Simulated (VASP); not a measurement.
Here is the system:

```
CELL_PARAMETERS angstrom
      0.00000     2.92914     2.92914
      2.92914     0.00000     2.92914
     11.70631    11.70631     0.01027
ATOMIC_POSITIONS crystal
  Hg 0.00128 0.00128 0.99904
  Hg 0.99916 0.99916 0.25063
  S  0.24974 0.24974 0.06270
  S  0.24783 0.24783 0.31413
  S  0.25030 0.25030 0.56228
  S  0.25283 0.25283 0.81038
  Cd 0.99849 0.99849 0.50113
  Cd 0.00038 0.00038 0.74972
```

Calculation: PBEsol GGA, VASP's PBE PAW potentials (set 64) (plane waves; VASP). Run with 400 eV cut-off, 10×10×3 Γ-centred mesh, tetrahedra with Blöchl corrections, potentials Hg S Cd.

The cores are frozen, which limits the accuracy of field gradients.

Question: Give the principal components of the electric field gradient (V/Å²) and the asymmetry η at each nucleus.

Answer: 
```tsv
atom	Vxx	Vyy	Vzz	η
Hg1	1.0	1.0	-2.1	0.00
Hg2	1.6	1.6	-3.2	0.00
S3	-0.2	-0.2	0.5	-
S4	12.2	12.2	-24.4	0.00
S5	0.7	0.7	-1.4	0.00
S6	-11.3	-11.3	22.6	0.00
Cd7	-1.0	-1.0	2.0	0.00
Cd8	-1.7	-1.7	3.3	0.00
```

The structure was generated: Cd2Hg2S4 was put into an ordered model structure (R3m), which need not be its known phase. It was relaxed first.
